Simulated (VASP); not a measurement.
Here is the system:

```xyz
2
Lattice="0.0000 2.7522 2.7522 2.7522 0.0000 2.7522 2.7522 2.7522 0.0000" Properties=species:S:1:pos:R:3 pbc="T T T"
Li     0.0000     0.0000     0.0000
Br     2.7522     2.7522     2.7522
```

The numbers are results of PBE GGA, VASP's PBE PAW potentials (set 64) (plane waves; VASP), not measurements. Settings: 620 eV cut-off, 8×8×8 Γ-centred mesh, Gaussian smearing of 0.050 eV, potentials Li_sv Br.

**Question.** What does the run give for the energy per atom (σ→0), band gap (on the k-mesh) with the smallest direct gap where there is one?

**Answer.** 
| Quantity | Value |
|---|---|
| band gap (on the k-mesh) | 4.94 eV |
| smallest direct gap (on the k-mesh) | 4.94 eV |
| energy per atom (σ→0) | -3.322 eV/atom |

Only differences to runs with the same potentials and settings are physical.

The compound is LiBr in the rock salt structure. It was relaxed first.
